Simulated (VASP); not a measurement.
## G0W0 gap of InP against strain

How does the quasiparticle gap of InP follow strain, and does the starting functional get the slope right? The cell is of the zinc-blende type, one of the forms listed for this formula, which need not be the common one. The start is a cell from a database of measured crystal structures.

Method: r2SCAN; plane waves and PAW (In_d_GW, P_GW), in the first sound run; inputs show where later runs differ, in VASP 6.6.1.

The database entry behind the starting cell differs from later determinations by our own check (0.1 to 0.3 % short, probably kX units), so it need not match the best structure at ambient conditions.

### Step 1. Set-up

Symmetry: F-43m, No. 216, cubic system. Conventional cell: a = 5.861 Å, b = 5.861 Å, c = 5.861 Å, α = 90.00°, β = 90.00°, γ = 90.00°. Nearest to In lie 4 P at 2.54 Å. Nearest to P lie 4 In at 2.54 Å. Farther neighbours are not listed.

Coordinates:

```cif
data_structure
_symmetry_space_group_name_H-M 'P 1'
_symmetry_Int_Tables_number 1
_cell_length_a 4.1444
_cell_length_b 4.1444
_cell_length_c 4.1444
_cell_angle_alpha 60.000
_cell_angle_beta 60.000
_cell_angle_gamma 60.000
_cell_volume 50.33
loop_
_atom_site_label
_atom_site_type_symbol
_atom_site_fract_x
_atom_site_fract_y
_atom_site_fract_z
_atom_site_occupancy
In1 In 0.00000 0.00000 0.00000 1
P2 P 0.75000 0.75000 0.75000 1
```

### Step 2. Ground state

The orbitals come from a self-consistent r2SCAN run with a tight EDIFF and a narrow smearing. KPOINTS_OPT adds the bands along a path, which shows whether the mesh holds the band edges.

The input, INCAR:

```
SYSTEM = InP
PREC = Accurate
ENCUT = 300
EDIFF = 1E-08
NELM = 100
ISMEAR = 0
SIGMA = 0.01
LREAL = .FALSE.
ALGO = Normal
METAGGA = R2SCAN
LASPH = .TRUE.
NBANDS = 15
LORBIT = 11
LWAVE = .TRUE.
LCHARG = .FALSE.
KPAR = 8
```

The input, POSCAR:

```
InP
1.0
    0.0000000000      2.9305000000      2.9305000000
    2.9305000000      0.0000000000      2.9305000000
    2.9305000000      2.9305000000      0.0000000000
In P
1 1
Direct
    0.0000000000      0.0000000000      0.0000000000
    0.7500000000      0.7500000000      0.7500000000
```

The input, KPOINTS:

```
Automatic mesh
0
Gamma
6 6 6
0 0 0
```

The input, KPOINTS_OPT:

```
Line mode
12
Line-mode
Reciprocal
  0.00000000   0.00000000   0.00000000 GAMMA
  0.50000000   0.00000000   0.50000000 X

  0.50000000   0.00000000   0.50000000 X
  0.50000000   0.25000000   0.75000000 W

  0.50000000   0.25000000   0.75000000 W
  0.37500000   0.37500000   0.75000000 K

  0.37500000   0.37500000   0.75000000 K
  0.00000000   0.00000000   0.00000000 GAMMA

  0.00000000   0.00000000   0.00000000 GAMMA
  0.50000000   0.50000000   0.50000000 L

  0.50000000   0.50000000   0.50000000 L
  0.62500000   0.25000000   0.62500000 U

  0.62500000   0.25000000   0.62500000 U
  0.50000000   0.25000000   0.75000000 W

  0.50000000   0.25000000   0.75000000 W
  0.50000000   0.50000000   0.50000000 L

  0.50000000   0.50000000   0.50000000 L
  0.37500000   0.37500000   0.75000000 K

  0.62500000   0.25000000   0.62500000 U
  0.50000000   0.00000000   0.50000000 X
```

The projector-augmented-wave data sets are In_d_GW and P_GW (PBE family, release 64).

Launch:

```sh
> mpirun -np 8 vasp_std
```

What it wrote:

```text
[banner, memory and clock lines left out]
running    8 mpi-ranks, on    1 nodes
 distrk:  each k-point on    1 cores,    8 groups
 distr:  one band on    1 cores,    1 groups

 POSCAR found type information on POSCAR InP
 POSCAR found :  2 types and       2 ions
|                                                                             |
|           W    W    AA    RRRRR   N    N  II  N    N   GGGG   !!!           |
|           W    W   A  A   R    R  NN   N  II  NN   N  G    G  !!!           |
|           W    W  A    A  R    R  N N  N  II  N N  N  G       !!!           |
|           W WW W  AAAAAA  RRRRR   N  N N  II  N  N N  G  GGG   !            |
|           WW  WW  A    A  R   R   N   NN  II  N   NN  G    G                |
|           W    W  A    A  R    R  N    N  II  N    N   GGGG   !!!           |
|                                                                             |
|     For optimal performance we recommend to set                             |
|       NCORE = 2 up to number-of-cores-per-socket                            |
|     NCORE specifies how many cores store one orbital (NPAR=cpu/NCORE).      |
|     This setting can greatly improve the performance of VASP for DFT.       |
|     The default, NCORE=1 might be grossly inefficient on modern             |
|     multi-core architectures or massively parallel machines. Do your        |
|     Unfortunately you need to use the default for GW and RPA                |
|     calculations (for HF NCORE is supported but not extensively tested      |
|     yet).                                                                   |
|                                                                             |

|                                                                             |
|               ----> ADVICE to this user running VASP <----                  |
|                                                                             |
|     You enforced a specific xc type in the INCAR file but a different       |
|     [... a line on the potential file left out ...]
|     I HOPE YOU KNOW WHAT YOU ARE DOING!                                     |
|                                                                             |

 LDA part: xc-table for (None), standard interpolation
 POSCAR, INCAR and KPOINTS ok, starting setup
 FFT: planning ... GRIDC
 FFT: planning ... GRID_SOFT
 FFT: planning ... GRID
 WAVECAR not read
 entering main loop
       N       E                     dE             d eps       ncg     rms          rms(c)
DAV:   1     0.721576417696E+02    0.72158E+02   -0.62545E+03   610   0.173E+03
DAV:   2    -0.274626997843E+02   -0.99620E+02   -0.90678E+02   760   0.433E+02
DAV:   3    -0.362350123203E+02   -0.87723E+01   -0.87335E+01   789   0.110E+02
DAV:   4    -0.365196677964E+02   -0.28466E+00   -0.28452E+00   699   0.195E+01
DAV:   5    -0.365471026760E+02   -0.27435E-01   -0.27434E-01   861   0.748E+00    0.637E+00
DAV:   6    -0.322617906897E+02    0.42853E+01   -0.22888E+00   641   0.852E+01    0.381E+00
DAV:   7    -0.322189338361E+02    0.42857E-01   -0.32138E-01   754   0.131E+01    0.194E+00
DAV:   8    -0.322271801397E+02   -0.82463E-02   -0.28824E-02   740   0.349E+00    0.670E-01
DAV:   9    -0.322285564295E+02   -0.13763E-02   -0.36708E-03   874   0.958E-01    0.730E-02
DAV:  10    -0.322285854871E+02   -0.29058E-04   -0.56531E-04   690   0.649E-01    0.268E-02
DAV:  11    -0.322285815025E+02    0.39846E-05   -0.74516E-05   722   0.243E-01    0.673E-03
DAV:  12    -0.322285831438E+02   -0.16413E-05   -0.39609E-06   800   0.259E-02    0.310E-03
DAV:  13    -0.322285825748E+02    0.56900E-06   -0.74112E-07   730   0.234E-02    0.557E-04
DAV:  14    -0.322285827177E+02   -0.14288E-06   -0.61387E-08   728   0.416E-03    0.165E-04
DAV:  15    -0.322285827737E+02   -0.56076E-07   -0.30699E-09   541   0.126E-03    0.114E-04
DAV:  16    -0.322285827612E+02    0.12538E-07   -0.97971E-10   513   0.925E-04    0.288E-05
DAV:  17    -0.322285827652E+02   -0.39947E-08   -0.43745E-10   534   0.517E-04
   1 F= -.32228583E+02 E0= -.32228583E+02  d E =-.262521E-16
 Start KPOINTS_OPT (optional k-point list driver)
k-point batch [1-16\120]
       N       E                     dE             ncg
DAV:   1     0.853113718151E+02   -0.48399E+04      597
DAV:   2    -0.165974268366E+04   -0.17451E+04      773
DAV:   3    -0.181457016129E+04   -0.15483E+03      760
DAV:   4    -0.182181167044E+04   -0.72415E+01      775
DAV:   5    -0.182207730310E+04   -0.26563E+00      763
DAV:   6    -0.182208422074E+04   -0.69176E-02      761
DAV:   7    -0.182208442992E+04   -0.20918E-03      771
DAV:   8    -0.182208443897E+04   -0.90436E-05      783
DAV:   9    -0.182208443932E+04   -0.34932E-06      763
DAV:  10    -0.182208443933E+04   -0.14846E-07      605
DAV:  11    -0.182208443933E+04   -0.94883E-09      513
[...]
k-point batch [113-120\120]
       N       E                     dE             ncg
DAV:   1     0.403275588904E+04   -0.39259E+04      298
DAV:   2     0.314538348103E+04   -0.88737E+03      374
DAV:   3     0.306114300554E+04   -0.84240E+02      424
DAV:   4     0.305854660559E+04   -0.25964E+01      405
DAV:   5     0.305846685088E+04   -0.79755E-01      385
DAV:   6     0.305846382742E+04   -0.30235E-02      406
DAV:   7     0.305846361638E+04   -0.21104E-03      386
DAV:   8     0.305846360833E+04   -0.80478E-05      384
DAV:   9     0.305846360790E+04   -0.43449E-06      386
DAV:  10     0.305846360789E+04   -0.10685E-07      301
DAV:  11     0.305846360789E+04    0.17599E-09      274
 writing wavefunctions
```

Elapsed: 22 s, on 8 MPI ranks of Intel Xeon Platinum 8488C (Sapphire Rapids), shared host; peak memory 1.2 GiB; 2.7 min of CPU time.

The logs omit lines about the potential files and the build; timing stands in the text.

OUTCAR, selected parts (step 2):

```text
ion  position               nearest neighbor table
   1  0.000  0.000  0.000-   2 2.54   2 2.54   2 2.54   2 2.54
   2  0.750  0.750  0.750-   1 2.54   1 2.54   1 2.54   1 2.54

  LATTYP: Found a face centered cubic cell.
 ALAT       =     5.8610000000

 Subroutine GETGRP returns: Found 24 space group operations
 (whereof 24 operations were pure point group operations)

The static configuration has the point symmetry T_d .

 Found     16 irreducible k-points:

   k-points           NKPTS =     16   k-points in BZ     NKDIM =     16   number of bands    NBANDS=     15

   dimension x,y,z NGX =    24 NGY =   24 NGZ =   24
   dimension x,y,z NGXF=    48 NGYF=   48 NGZF=   48

   ENCUT  =  300.0 eV  22.05 Ry    4.70 a.u.   5.85  5.85  5.85*2*pi/ulx,y,z

   NELECT =      18.0000    total number of electrons

 k-points in reciprocal lattice and weights: Automatic mesh
   0.00000000  0.00000000  0.00000000       0.005
   0.16666667  0.00000000  0.00000000       0.037
   0.33333333  0.00000000  0.00000000       0.037
   0.50000000  0.00000000  0.00000000       0.019
   0.16666667  0.16666667  0.00000000       0.028
   0.33333333  0.16666667  0.00000000       0.111
   0.50000000  0.16666667  0.00000000       0.111
  -0.33333333  0.16666667  0.00000000       0.111
  -0.16666667  0.16666667  0.00000000       0.056
[...]
-0.33333333  0.33333333  0.16666667       0.111
  -0.33333333  0.50000000  0.16666667       0.056

 average (electrostatic) potential at core
       1 -79.8584       2 -77.8582

 E-fermi :   3.7944

 k-point     1 :       0.0000    0.0000    0.0000
  band No.  band energies     occupation
    ...
      5     -10.7478      2.00000
      6      -8.2655      2.00000
      7       3.7408      2.00000
      8       3.7408      2.00000
      9       3.7408      2.00000
     10       4.8870      0.00000
     11       8.1664      0.00000
     12       8.1665      0.00000
     13       8.1665      0.00000
     14      12.8671      0.00000
    ...

 k-point     2 :       0.1667    0.0000    0.0000
  band No.  band energies     occupation
    ...
      5     -10.7469      2.00000
      6      -7.9349      2.00000
      7       1.5690      2.00000
      8       3.4275      2.00000
      9       3.4275      2.00000
     10       5.9195      0.00000
     11       8.6081      0.00000
     12       8.6223      0.00000
     13       8.6224      0.00000
     14      12.7885      0.00000
    ...

 k-point     3 :       0.3333    0.0000    0.0000
  band No.  band energies     occupation
    ...
      5     -10.7405      2.00000
      6      -7.0877      2.00000
      7      -0.9268      2.00000
      8       2.9362      2.00000
      9       2.9362      2.00000
     10       5.7534      0.00000
     11       8.9598      0.00000
     12       8.9598      0.00000
     13      10.4771      0.00000
     14      13.1483      0.00000
    ...

  Total        0.4172333      0.4172333      0.4172333      0.0000000      0.0000000      0.0000000
  in kB       13.2811102     13.2811102     13.2811102      0.0000000      0.0000000      0.0000000
  external PRESSURE =      13.2811102 kB  Pullay stress =       0.0000000 kB

  energy-cutoff  :      300.00
  volume of cell :       50.33
      direct lattice vectors                 reciprocal lattice vectors
     0.000000000  2.930500000  2.930500000    -0.170619348  0.170619348  0.170619348
     2.930500000  0.000000000  2.930500000     0.170619348 -0.170619348  0.170619348
     2.930500000  2.930500000  0.000000000     0.170619348  0.170619348 -0.170619348

 POSITION                                       TOTAL-FORCE (eV/Angst)
 -----------------------------------------------------------------------------------
      0.00000      0.00000      0.00000         0.000000     -0.000000     -0.000000
      4.39575      4.39575      4.39575        -0.000000      0.000000      0.000000
 -----------------------------------------------------------------------------------
    total drift:                               -0.000034     -0.000034     -0.000034

  FREE ENERGIE OF THE ION-ELECTRON SYSTEM (eV)
  ---------------------------------------------------
  free  energy   TOTEN  =       -32.2285827652 eV

  energy  without entropy=      -32.2285827652  energy(sigma->0) =      -32.22858277

 total charge
# of ion       s       p       d       f       tot
--------------------------------------------------
    1        0.892   0.729  10.058   0.022  11.700
    2        1.111   1.723   0.033   0.000   2.867
--------------------------------------------------
tot          2.003   2.452  10.090   0.022  14.567

[... 3 further parts left out ...]
```

The PAW data sets were made with PBE, which is usual practice but a small mismatch for other functionals.

Numbers from this step:

```
free energy (TOTEN)               : -32.23 eV
Fermi energy                      : 3.794 eV
pressure                          : 1.328 GPa
least gap on mesh and path        : 1.146 eV
least direct gap on mesh and path : 1.146 eV
```

The highest empty bands on the path are converged less tightly, to about 0.1 eV. Electronic bands along the path, in eV, zero at the valence-band top; v1 is the highest filled band, c1 the lowest empty one:

| point | v3 | v2 | v1 | c1 | c2 | c3 | c4 |
| --- | --- | --- | --- | --- | --- | --- | --- |
| Γ | 0.00 | 0.00 | 0.00 | 1.15 | 4.43 | 4.43 | 4.43 |
| 0.45 of the way | -3.02 | -1.30 | -1.30 | 2.92 | 3.48 | 6.50 | 6.50 |
| X | -5.88 | -2.41 | -2.41 | 2.01 | 2.53 | 9.88 | 10.28 |
| 0.45 of the way | -5.82 | -2.71 | -2.69 | 2.80 | 3.27 | 8.43 | 8.45 |
| W | -5.72 | -3.06 | -3.00 | 4.58 | 4.78 | 6.03 | 6.58 |
| 0.45 of the way | -5.72 | -3.30 | -2.51 | 3.55 | 4.78 | 6.74 | 7.27 |
| K | -5.73 | -3.42 | -2.01 | 2.63 | 4.74 | 7.99 | 8.02 |
| 0.45 of the way | -4.16 | -2.31 | -0.71 | 3.31 | 5.28 | 5.52 | 5.53 |
| Γ | 0.00 | 0.00 | 0.00 | 1.15 | 4.43 | 4.43 | 4.43 |
| 0.45 of the way | -3.14 | -0.51 | -0.51 | 2.19 | 5.09 | 5.09 | 5.48 |
| L | -5.88 | -1.01 | -1.01 | 1.85 | 5.15 | 5.15 | 7.55 |
| 0.45 of the way | -5.74 | -2.39 | -1.37 | 2.96 | 4.78 | 6.00 | 7.53 |
| U | -5.73 | -3.42 | -2.01 | 2.63 | 4.74 | 7.99 | 8.02 |
| 0.45 of the way | -5.72 | -3.33 | -2.39 | 3.30 | 4.77 | 6.97 | 7.46 |
| W | -5.72 | -3.06 | -3.00 | 4.58 | 4.78 | 6.03 | 6.58 |
| 0.55 of the way | -5.70 | -2.60 | -1.58 | 3.37 | 4.51 | 6.22 | 7.63 |
| L | -5.88 | -1.01 | -1.01 | 1.85 | 5.15 | 5.15 | 7.55 |
| 0.45 of the way | -5.74 | -2.39 | -1.37 | 2.96 | 4.78 | 6.00 | 7.53 |
| K | -5.73 | -3.42 | -2.01 | 2.63 | 4.74 | 7.99 | 8.02 |
| jump to U | -5.73 | -3.42 | -2.01 | 2.63 | 4.74 | 7.99 | 8.02 |
| 0.55 of the way | -5.85 | -2.78 | -2.33 | 2.26 | 3.05 | 9.08 | 9.39 |
| X | -5.88 | -2.41 | -2.41 | 2.01 | 2.53 | 9.88 | 10.28 |

Of the projections kept (In, P), the largest for each band there, as a share of the weight inside these atoms' spheres; weight between the spheres isn't counted:

| point | v3 | v2 | v1 | c1 | c2 | c3 | c4 |
| --- | --- | --- | --- | --- | --- | --- | --- |
| Γ | P 0.76 | P 0.76 | P 0.76 | In 0.53 | In 0.78 | In 0.78 | In 0.78 |
| X | In 0.74 | P 0.64 | P 0.63 | In 0.64 | In 0.68 | P 0.73 | In 0.55 |
| W | In 0.75 | P 0.63 | P 0.59 | P 0.67 | In 0.51 | In 0.67 | In 0.63 |
| K | In 0.73 | P 0.60 | P 0.64 | In 0.66 | P 0.53 | In 0.52 | P 0.57 |
| Γ | P 0.76 | P 0.76 | P 0.76 | In 0.53 | In 0.78 | In 0.78 | In 0.78 |
| L | In 0.64 | P 0.68 | P 0.68 | In 0.65 | In 0.68 | In 0.68 | P 0.67 |

The electronic bands as a text plot (rows in eV, shown from -5.9 to 4.4 only):

```
    4.2 |++                    ++++              + +          +
    3.8 |  +        +                               +
    3.4 |   +++     +  +   +++                       +
    2.9 |   +  ++  +    + +   +             +++ +     +   ++++ +
    2.5 |  + ++  +++     +     +           +   +              + +
    2.1 | +    ++++             +   +++++++            +++     ++
    1.6 |+                       + +
    1.2 |                         +
    0.8 |
    0.3 |
   -0.1 |*                     ******
   -0.5 |***                 ** **   **
   -0.9 | * *               *  *   *   *****           ***
   -1.4 |                 **    *           *        *** ***
   -1.8 |  * **          *    **    *      * **             **
   -2.2 |   *  ***      *    *       *      *  **   * *   *   ***
   -2.7 |         ***  *    *                    * * *     *   **
   -3.1 |           ****   *                 *   ****       * *
   -3.5 |    *          ***   *               ***            *
   -4.0 |                    *        *
   -4.4 |     *                        *
   -4.8 |      *            *
   -5.2 |       *         **
   -5.7 |        *********              *************************
         Γ       X    W  K        Γ      L     U  W     L   K|U X
```

The cell has a gap of 1.15 eV on mesh and path. Spin-orbit coupling is left out, which can shift or reorder these edges.

### Step 3. Empty bands

ALGO = Exact makes the empty bands from the converged ground state in one step. LOPTICS writes the k-derivatives of the orbitals (WAVEDER), which give the long-wavelength limit of the screening.

The input, INCAR:

```
SYSTEM = InP
PREC = Accurate
ENCUT = 300
ISMEAR = 0
SIGMA = 0.01
LREAL = .FALSE.
METAGGA = R2SCAN
LASPH = .TRUE.
NBANDS = 216
ALGO = Exact
NELM = 1
LWAVE = .TRUE.
LCHARG = .FALSE.
LOPTICS = .TRUE.
NEDOS = 1000
CSHIFT = 0.1
```

POSCAR is that of step 2.

KPOINTS is that of step 2.

Launch:

```sh
> mpirun -np 8 vasp_std
```

What it wrote:

```text
[banner, memory and clock lines left out]
running    8 mpi-ranks, on    1 nodes
 distrk:  each k-point on    8 cores,    1 groups
 distr:  one band on    1 cores,    8 groups

 POSCAR found type information on POSCAR InP
 POSCAR found :  2 types and       2 ions
 [... a notice as in an earlier step ...]

 [... a notice as in an earlier step ...]

 LDA part: xc-table for (None), standard interpolation
 found WAVECAR, reading the header
  number of bands has changed, file:    15 present:   216
  trying to continue reading WAVECAR, but it might fail
 POSCAR, INCAR and KPOINTS ok, starting setup
 FFT: planning ... GRIDC
 FFT: planning ... GRID_SOFT
 FFT: planning ... GRID
 reading WAVECAR
 random initialization beyond band           15
 the WAVECAR file was read successfully
 initial charge from wavefunction
 entering main loop
       N       E                     dE             d eps       ncg     rms          rms(c)
DIA:   1    -0.322285827647E+02   -0.32229E+02    0.00000E+00     0   0.000E+00
   1 F= -.32228583E+02 E0= -.32228583E+02  d E =-.610429-102
 writing wavefunctions
 optical routines
 imaginary and real dielectric function
 direction            1
 direction            2
 direction            3
```

Wall time 8.8 s (8 MPI ranks); peak memory 1.1 GiB; 65 s of CPU time.

Parts of OUTCAR (step 3):

```text
The static configuration has the point symmetry T_d .

 Found     16 irreducible k-points:

   k-points           NKPTS =     16   k-points in BZ     NKDIM =     16   number of bands    NBANDS=    216

   NELECT =      18.0000    total number of electrons

 E-fermi :   3.8911

 k-point     3 :       0.3333    0.0000    0.0000
  band No.  band energies     occupation
    ...
      5     -10.7405      2.00000
      6      -7.0877      2.00000
      7      -0.9268      2.00000
      8       2.9362      2.00000
      9       2.9362      2.00000
     10       5.7534      0.00000
     11       8.9598      0.00000
     12       8.9598      0.00000
     13      10.4771      0.00000
     14      13.1481      0.00000
    ...

  Total        0.4173385      0.4173385      0.4173385      0.0000000      0.0000000     -0.0000000
  in kB       13.2844599     13.2844599     13.2844599      0.0000000      0.0000000     -0.0000000
  external PRESSURE =      13.2844599 kB  Pullay stress =       0.0000000 kB

 POSITION                                       TOTAL-FORCE (eV/Angst)
 -----------------------------------------------------------------------------------
      0.00000      0.00000      0.00000        -0.000000     -0.000000     -0.000000
      4.39575      4.39575      4.39575         0.000000      0.000000      0.000000
 -----------------------------------------------------------------------------------
    total drift:                               -0.000034     -0.000034     -0.000034

  FREE ENERGIE OF THE ION-ELECTRON SYSTEM (eV)
  ---------------------------------------------------
  free  energy   TOTEN  =       -32.2285827647 eV

  energy  without entropy=      -32.2285827647  energy(sigma->0) =      -32.22858276

 plasma frequency squared (from intraband transitions) (eV^2)
  --------------------------------------------------------------------------------------
       0.000      -0.000       0.000
      -0.000       0.000      -0.000
       0.000      -0.000       0.000

[... 13 parts as in an earlier step ...]
```

The gap is read on the k-mesh alone, so it is an upper bound where the band edges lie off the mesh, and a coarse mesh can show a gap where there is none.

This step gave:

* gap on the k-mesh: 1.146 eV
* least direct gap on the k-mesh: 1.146 eV

WAVECAR now holds 216 bands for 18 electrons. Its independent-particle dielectric tensor has xx, yy, zz = 12.6, 12.6, 12.6 on this mesh. It isn't tested for convergence in mesh or bands and lacks local fields, and at a small direct gap a coarse mesh makes it too large, which overscreens the GW step.

(Part 1 of 4 ends here.)

[Lines on the potential files, build, host, timing and source positions are cut from VASP's logs without a mark.]

[Logs are printed without paths, hosts, clocks, repeated set-up lines and the standing remarks that a program may print on its own settings, such as how far it seeks lower states.]

[Hosts, paths, dates, database ids (printed as entryN), source tags and the programs' standing remarks are cut or masked in the printed files.]

[Pressures printed for these runs are not shown converged in the cutoff: they can be off by several GPa and have the wrong sign.]

[In band tables of VASP the shares of atoms and orbitals are scaled to a sum of 1 inside the atoms' spheres.]
